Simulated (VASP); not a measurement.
All values below come from LDA (Ceperley-Alder, Perdew-Zunger), VASP's LDA PAW potentials (set 64) (plane waves; VASP).

Input for VASP

### INCAR
```
# general
SYSTEM  = Y
PREC    = Accurate
ENCUT   = 500   # plane-wave cut-off (eV)
LREAL   = F   # projection in real space or not
LASPH   = T   # aspherical one-centre terms

# electronic loop
EDIFF   = 1E-6
NELM    = 100   # most electronic steps
ALGO    = Normal   # blocked Davidson
LMAXMIX = 4

# smearing
ISMEAR  = 1
SIGMA   = 0.1   # width (eV)

# ions
IBRION  = 2   # conjugate gradients
NSW     = 40   # most ionic steps
ISIF    = 3   # ions, shape and volume
EDIFFG  = -0.02
PSTRESS = 200   # kbar

# output
LWAVE   = F
LCHARG  = F
```

### POSCAR
```
Y
1
    1.6547821543    -2.8661671459     0.0000000000
    1.6547821543     2.8661671459    -0.0000000000
    0.0000000000     0.0000000000     5.2576187243
Y
2
Direct
  0.3333330000   0.6666670000   0.2500000000
  0.6666670000   0.3333330000   0.7500000000
```

KPOINTS:
```
Automatic mesh
0
Gamma
13 13 7
0 0 0
```

POTCAR, in this order: Y_sv (LDA.64 set). Program: vasp_std.

The resulting files:

OSZICAR:
```
       N       E                     dE             d eps       ncg     rms          rms(c)
DAV:   1     0.900354953465E+02    0.90035E+02   -0.11626E+04  2520   0.140E+03
DAV:   2    -0.664900038743E+01   -0.96684E+02   -0.95851E+02  3151   0.295E+02
DAV:   3    -0.137045463045E+02   -0.70555E+01   -0.69854E+01  4629   0.484E+01
DAV:   4    -0.138281194947E+02   -0.12357E+00   -0.12356E+00  2747   0.708E+00
DAV:   5    -0.138311080097E+02   -0.29885E-02   -0.29884E-02  3507   0.806E-01    0.378E+01
DAV:   6    -0.136175634883E+02    0.21354E+00   -0.34045E-01  2551   0.441E+00    0.233E+01
DAV:   7    -0.136249672375E+02   -0.74037E-02   -0.69660E-01  3750   0.539E+00    0.199E+00
DAV:   8    -0.136141357549E+02    0.10831E-01   -0.12058E-01  3038   0.236E+00    0.632E-01
DAV:   9    -0.136146044885E+02   -0.46873E-03   -0.65088E-03  3188   0.679E-01    0.392E-01
DAV:  10    -0.136145308697E+02    0.73619E-04   -0.31974E-04  3706   0.114E-01    0.380E-02
DAV:  11    -0.136145312986E+02   -0.42892E-06   -0.25584E-05  3109   0.406E-02    0.175E-02
DAV:  12    -0.136145314515E+02   -0.15291E-06   -0.33482E-06  2382   0.192E-02
   1 F= -.73889368E+01 E0= -.73895947E+01  d E =-.738894E+01
       N       E                     dE             d eps       ncg     rms          rms(c)
DAV:   1    -0.216365400368E+02   -0.80220E+01   -0.19970E+02  3061   0.109E+02    0.302E+01
DAV:   2    -0.136799585303E+02    0.79566E+01   -0.16359E+01  2578   0.340E+01    0.980E+00
DAV:   3    -0.117301555856E+02    0.19498E+01   -0.90869E+00  3911   0.181E+01    0.571E+00
DAV:   4    -0.120386650721E+02   -0.30851E+00   -0.10046E+00  3111   0.408E+00    0.264E+00
DAV:   5    -0.123124738781E+02   -0.27381E+00   -0.11695E+00  3833   0.358E+00    0.136E+00
DAV:   6    -0.123004041503E+02    0.12070E-01   -0.81632E-02  4021   0.161E+00    0.429E-01
DAV:   7    -0.123085121860E+02   -0.81080E-02   -0.18455E-02  3949   0.697E-01    0.154E-01
DAV:   8    -0.123084265718E+02    0.85614E-04   -0.29783E-03  3864   0.293E-01    0.941E-02
DAV:   9    -0.123085029625E+02   -0.76391E-04   -0.18345E-04  2696   0.124E-01    0.276E-02
DAV:  10    -0.123085034812E+02   -0.51873E-06   -0.12569E-05  3079   0.195E-02    0.138E-02
DAV:  11    -0.123085041784E+02   -0.69718E-06   -0.90973E-07  1603   0.672E-03
   2 F= -.73691425E+01 E0= -.73693655E+01  d E =0.197943E-01
       N       E                     dE             d eps       ncg     rms          rms(c)
DAV:   1    -0.153904606812E+02   -0.30820E+01   -0.48683E+01  3277   0.520E+01    0.148E+01
DAV:   2    -0.134979934407E+02    0.18925E+01   -0.81562E+00  3413   0.198E+01    0.680E+00
DAV:   3    -0.129006797935E+02    0.59731E+00   -0.40378E+00  3917   0.109E+01    0.324E+00
DAV:   4    -0.130201745651E+02   -0.11949E+00   -0.15114E-01  3116   0.257E+00    0.215E+00
DAV:   5    -0.131303582382E+02   -0.11018E+00   -0.31056E-01  3942   0.251E+00    0.292E-01
DAV:   6    -0.131320142053E+02   -0.16560E-02   -0.78556E-03  3094   0.630E-01    0.231E-01
DAV:   7    -0.131341448655E+02   -0.21307E-02   -0.47935E-03  3665   0.438E-01    0.872E-02
DAV:   8    -0.131341224938E+02    0.22372E-04   -0.22656E-04  3211   0.111E-01    0.308E-02
DAV:   9    -0.131341339142E+02   -0.11420E-04   -0.35998E-05  3241   0.406E-02    0.124E-02
DAV:  10    -0.131341339038E+02    0.10431E-07   -0.57798E-07  1484   0.603E-03
   3 F= -.75656369E+01 E0= -.75658554E+01  d E =-.176700E+00
       N       E                     dE             d eps       ncg     rms          rms(c)
DAV:   1    -0.131221758365E+02    0.11958E-01   -0.19255E-02  3626   0.103E+00    0.285E-01
DAV:   2    -0.131213862643E+02    0.78957E-03   -0.24368E-03  3282   0.362E-01    0.116E-01
DAV:   3    -0.131211840585E+02    0.20221E-03   -0.11670E-03  4033   0.187E-01    0.515E-02
DAV:   4    -0.131212224258E+02   -0.38367E-04   -0.65058E-05  3185   0.419E-02    0.364E-02
DAV:   5    -0.131212485245E+02   -0.26099E-04   -0.36725E-05  3822   0.238E-02    0.142E-02
DAV:   6    -0.131212587492E+02   -0.10225E-04   -0.24802E-05  3988   0.211E-02    0.414E-03
DAV:   7    -0.131212591711E+02   -0.42185E-06   -0.50250E-07  1338   0.633E-03
   4 F= -.75657172E+01 E0= -.75659319E+01  d E =-.176780E+00
       N       E                     dE             d eps       ncg     rms          rms(c)
DAV:   1    -0.131092067366E+02    0.12052E-01   -0.18984E-02  3567   0.103E+00    0.285E-01
DAV:   2    -0.131084305753E+02    0.77616E-03   -0.24174E-03  3251   0.360E-01    0.116E-01
DAV:   3    -0.131082291964E+02    0.20138E-03   -0.11543E-03  4047   0.186E-01    0.507E-02
DAV:   4    -0.131082671195E+02   -0.37923E-04   -0.65130E-05  3178   0.414E-02    0.368E-02
DAV:   5    -0.131082919442E+02   -0.24825E-04   -0.31947E-05  3822   0.222E-02    0.159E-02
DAV:   6    -0.131083036356E+02   -0.11691E-04   -0.28802E-05  4085   0.225E-02    0.407E-03
DAV:   7    -0.131083040766E+02   -0.44095E-06   -0.51178E-07  1339   0.631E-03
   5 F= -.75656479E+01 E0= -.75658589E+01  d E =-.176711E+00
       N       E                     dE             d eps       ncg     rms          rms(c)
DAV:   1    -0.131343509413E+02   -0.26047E-01   -0.11970E-01  2863   0.275E+00    0.472E-01
DAV:   2    -0.131314028319E+02    0.29481E-02   -0.91400E-03  2887   0.704E-01    0.242E-01
DAV:   3    -0.131304448797E+02    0.95795E-03   -0.53153E-03  4093   0.452E-01    0.161E-01
DAV:   4    -0.131305833814E+02   -0.13850E-03   -0.31709E-04  2716   0.130E-01    0.689E-02
DAV:   5    -0.131306459280E+02   -0.62547E-04   -0.29676E-04  4186   0.804E-02    0.216E-02
DAV:   6    -0.131306527843E+02   -0.68563E-05   -0.13419E-05  2591   0.305E-02    0.219E-03
DAV:   7    -0.131306530108E+02   -0.22643E-06   -0.14503E-06  1988   0.584E-03
   6 F= -.75659953E+01 E0= -.75660830E+01  d E =-.347447E-03
       N       E                     dE             d eps       ncg     rms          rms(c)
DAV:   1    -0.131303817904E+02    0.27099E-03   -0.18537E-05  2996   0.336E-02    0.539E-03
DAV:   2    -0.131303813378E+02    0.45262E-06   -0.12838E-06  1334   0.898E-03
   7 F= -.75659953E+01 E0= -.75660845E+01  d E =-.347409E-03
       N       E                     dE             d eps       ncg     rms          rms(c)
DAV:   1    -0.131228274329E+02    0.75544E-02   -0.10051E-01  2548   0.259E+00    0.310E-01
DAV:   2    -0.131212196376E+02    0.16078E-02   -0.42494E-03  2884   0.492E-01    0.166E-01
DAV:   3    -0.131206396070E+02    0.58003E-03   -0.24985E-03  3589   0.346E-01    0.101E-01
DAV:   4    -0.131206675566E+02   -0.27950E-04   -0.11658E-04  2781   0.818E-02    0.549E-02
DAV:   5    -0.131206774777E+02   -0.99211E-05   -0.62460E-05  3198   0.481E-02    0.112E-02
DAV:   6    -0.131206771475E+02    0.33013E-06   -0.30110E-06  2353   0.138E-02
   8 F= -.75662707E+01 E0= -.75662495E+01  d E =-.275364E-03
```

**OUTCAR**
```
------------------------ aborting loop because EDIFF is reached ----------------------------------------
  FORCE on cell =-STRESS in cart. coord.  units (eV):
  Direction    XX          YY          ZZ          XY          YZ          ZX
  --------------------------------------------------------------------------------------
  Total        5.5212807      5.5212834      5.5600481      0.0000000      0.0000000      0.0000000
  in kB      198.8072267    198.8073229    200.2031395      0.0000000      0.0000000      0.0000000
  external PRESSURE =      -0.7274370 kB  Pullay stress =     200.0000000 kB
  volume of cell :       44.50
      direct lattice vectors                 reciprocal lattice vectors
     1.588699583 -2.751709062  0.000000000     0.314722812 -0.181705256 -0.000000000
     1.588699583  2.751709062 -0.000000000     0.314722812  0.181705256 -0.000000000
     0.000000000 -0.000000000  5.089134796    -0.000000000  0.000000000  0.196497055
 POSITION                                       TOTAL-FORCE (eV/Angst)
 -----------------------------------------------------------------------------------
      1.58870      0.91724      1.27228        -0.000000     -0.000000      0.000000
      1.58870     -0.91724      3.81685         0.000000      0.000000      0.000000
 -----------------------------------------------------------------------------------
    total drift:                                0.000030      0.000451     -0.000009
  FREE ENERGIE OF THE ION-ELECTRON SYSTEM (eV)
  ---------------------------------------------------
  free  energy   TOTEN  =       -13.1206771475 eV

  energy  without entropy=      -13.1206135418  energy(sigma->0) =      -13.12065595
  enthalpy is  TOTEN    =        -7.5662706704 eV   P V=        5.5544064771

 reached required accuracy - stopping structural energy minimisation
```
(Selected blocks of OUTCAR.)

File CONTCAR:
```
Y
   1.00000000000000
     1.5886995830655442   -2.7517090615951294    0.0000000000000000
     1.5886995830655442    2.7517090615951294   -0.0000000000000000
     0.0000000000000000   -0.0000000000000000    5.0891347959349522
  Y
     2
Direct
     0.3333330000000032    0.6666669999999968    0.2500000000000000
     0.6666669999999968    0.3333330000000032    0.7500000000000000
```

Energy and stress use the plane-wave basis of the starting cell.

The compound is Y in the hcp structure. This run relaxes it under an external pressure of 20 GPa. Symmetry was kept, so distortions that lower it aren't found.
